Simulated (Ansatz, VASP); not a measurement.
# Hf (Hafnium) in two plane-wave programs, part 2 of 2

Wanted: the spread between two codes on one cell, functional and k mesh. The cell is taken from a series of runs on this material, whose earlier steps may have relaxed, scaled, displaced or heated it; both programs get it as it stands.

VASP 6.6.1 and Ansatz 0.2.0.

So far: Starting point; Ansatz: zone-centre phonons, PBEsol; VASP: zone-centre phonons, PBEsol.

## 3. VASP: zone-centre phonons, PBEsol (continued)

Level of this step: PBEsol; plane waves and PAW (Hf_pv) (VASP).

Numbers of over 12 decimals in the logs are rounded to 6 here.

From OUTCAR (step 3):

```text
ion  position               nearest neighbor table
   1  0.333  0.667  0.250-   2 3.05   2 3.05   2 3.05   2 3.05   2 3.05   2 3.05
   2  0.667  0.333  0.750-   1 3.05   1 3.05   1 3.05   1 3.05   1 3.05   1 3.05

  LATTYP: Found a hexagonal cell.
 ALAT       =     3.1159612830
 C/A-ratio  =     1.5832655833

 Subroutine GETGRP returns: Found 24 space group operations
 (whereof 12 operations were pure point group operations)

The static configuration has the point symmetry D_3d.
 The point group associated with its full space group is D_6h.

 Found    135 irreducible k-points:

   k-points           NKPTS =    135   k-points in BZ     NKDIM =    135   number of bands    NBANDS=     16

   dimension x,y,z NGX =    24 NGY =   24 NGZ =   36
   dimension x,y,z NGXF=    48 NGYF=   48 NGZF=   72

   ENCUT  =  500.0 eV  36.75 Ry    6.06 a.u.   5.68  5.68  8.99*2*pi/ulx,y,z

   NELECT =      20.0000    total number of electrons

 k-points in reciprocal lattice and weights: Automatic mesh
   0.00000000  0.00000000  0.00000000       0.001
   0.06666667 -0.00000000  0.00000000       0.003
   0.13333333  0.00000000  0.00000000       0.003
   0.20000000 -0.00000000  0.00000000       0.003
   0.26666667  0.00000000  0.00000000       0.003
   0.33333333  0.00000000  0.00000000       0.003
   0.40000000 -0.00000000  0.00000000       0.003
   0.46666667 -0.00000000  0.00000000       0.003
   0.06666667  0.06666667  0.00000000       0.003
[...]
0.33333333  0.26666667  0.50000000       0.007
   0.33333333  0.33333333  0.50000000       0.001

 average (electrostatic) potential at core
       1 -36.3914       2 -36.3914

  Total        1.2025702      1.2025702      1.1704397      0.0000000      0.0000000     -0.0000000
  in kB       46.4472990     46.4472990     45.2063109      0.0000000      0.0000000     -0.0000000
  external PRESSURE =      46.0336363 kB  Pullay stress =       0.0000000 kB

  energy-cutoff  :      500.00
  volume of cell :       41.48
      direct lattice vectors                 reciprocal lattice vectors
     3.115961283  0.000000000  0.000000000     0.320928249  0.185288011  0.000000000
    -1.557980641  2.698501628  0.000000000     0.000000000  0.370576022  0.000000000
     0.000000000  0.000000000  4.933394258     0.000000000  0.000000000  0.202700199

 POSITION                                       TOTAL-FORCE (eV/Angst)
 -----------------------------------------------------------------------------------
      0.00000      1.79900      1.23335         0.000000     -0.000000      0.000000
      1.55798      0.89950      3.70005        -0.000000      0.000000      0.000000
 -----------------------------------------------------------------------------------
    total drift:                               -0.000000     -0.000000      0.000000

 Eigenvectors and eigenvalues of the dynamical matrix
 ----------------------------------------------------

   1 f  =    3.591436 THz    22.565657 2PiTHz  119.797403 cm-1    14.852978 meV
             X         Y         Z           dx          dy          dz
      0.000000  1.799001  1.233349     0.000000    0.000000   -0.707107
      1.557981  0.899501  3.700046     0.000000    0.000000    0.707107

   2 f  =    2.337361 THz    14.686070 2PiTHz   77.965960 cm-1     9.666543 meV
             X         Y         Z           dx          dy          dz
      0.000000  1.799001  1.233349    -0.707107    0.000000    0.000000
      1.557981  0.899501  3.700046     0.707107    0.000000    0.000000

   3 f  =    2.337361 THz    14.686070 2PiTHz   77.965960 cm-1     9.666543 meV
             X         Y         Z           dx          dy          dz
      0.000000  1.799001  1.233349     0.000000    0.707107    0.000000
      1.557981  0.899501  3.700046     0.000000   -0.707107    0.000000

   4 f  =    0.000000 THz     0.000000 2PiTHz    0.000001 cm-1     0.000000 meV
             X         Y         Z           dx          dy          dz
      0.000000  1.799001  1.233349     0.000000   -0.707107    0.000000
      1.557981  0.899501  3.700046     0.000000   -0.707107    0.000000

   5 f  =    0.000000 THz     0.000000 2PiTHz    0.000000 cm-1     0.000000 meV
             X         Y         Z           dx          dy          dz
      0.000000  1.799001  1.233349     0.000000   -0.000000    0.707107
      1.557981  0.899501  3.700046     0.000000    0.000000    0.707107

   6 f/i=    0.000000 THz     0.000000 2PiTHz    0.000000 cm-1     0.000000 meV
             X         Y         Z           dx          dy          dz
      0.000000  1.799001  1.233349    -0.707107    0.000000    0.000000
      1.557981  0.899501  3.700046    -0.707107    0.000000    0.000000

 ELASTIC MODULI CONTR FROM IONIC RELAXATION (kBar)
 Direction    XX          YY          ZZ          XY          YZ          ZX
 --------------------------------------------------------------------------------
 XX        -158.6345    158.6345      0.0000      0.0000     -0.0000      0.0000
 YY         158.6345   -158.6345      0.0000      0.0000      0.0000      0.0000
 ZZ           0.0000      0.0000      0.0000      0.0000      0.0000      0.0000
 XY           0.0000      0.0000      0.0000   -158.6345      0.0000      0.0000
 YZ          -0.0000      0.0000      0.0000      0.0000     -0.0000      0.0000
 ZX           0.0000      0.0000      0.0000      0.0000      0.0000      0.0000
 --------------------------------------------------------------------------------
```

## 4. Side by side

Known differences besides the potentials themselves: the data sets hold 52 valence electrons in Ansatz (on its PAW soft_1 files) and 20 in VASP; the cutoff is 420 eV in Ansatz and 500 eV in VASP; Ansatz makes its cores anew for this functional, VASP keeps those of its PBE data sets. Total energies have different zeros and are not compared.

Compared:

```csv
quantity,Ansatz,VASP,difference
optical mode 1 to 2 (cm⁻¹),77.7,78.0,-0.32 %
optical mode 3 (cm⁻¹),121.2,119.8,+1.21 %
```

Modes are paired by rising frequency, not by their patterns, so a pair may set unlike modes beside each other; they are those without the splitting of longitudinal modes.

## 5. What came out

```
r.m.s. difference of the optical zone-centre modes, each program's sorted by frequency (zone-centre phonons, PBEsol) : 0.86 cm⁻¹
difference in optical mode 3 (zone-centre phonons, PBEsol)                                                           : +1.2 %
```

In words: The r.m.s. difference of the optical zone-centre modes, each program's sorted by frequency is 0.86 cm⁻¹ (zone-centre phonons, PBEsol). The data sets hold unlike numbers of valence electrons (52 in Ansatz and 20 in VASP), so part of the differences comes from the potentials. Among the rows given in per cent, the largest difference of the zone-centre phonons, PBEsol pair is in optical mode 3, +1.2 %. How closely two codes agree says nothing of how well the functional describes the real material.

[Lines on the potential files, build, host, timing and source positions are cut from VASP's logs without a mark.]

[Logs are printed without paths, hosts, clocks, repeated set-up lines and the standing remarks that a program may print on its own settings, such as how far it seeks lower states.]

[Hosts, paths, dates, database ids (printed as entryN), source tags and the programs' standing remarks are cut or masked in the printed files.]
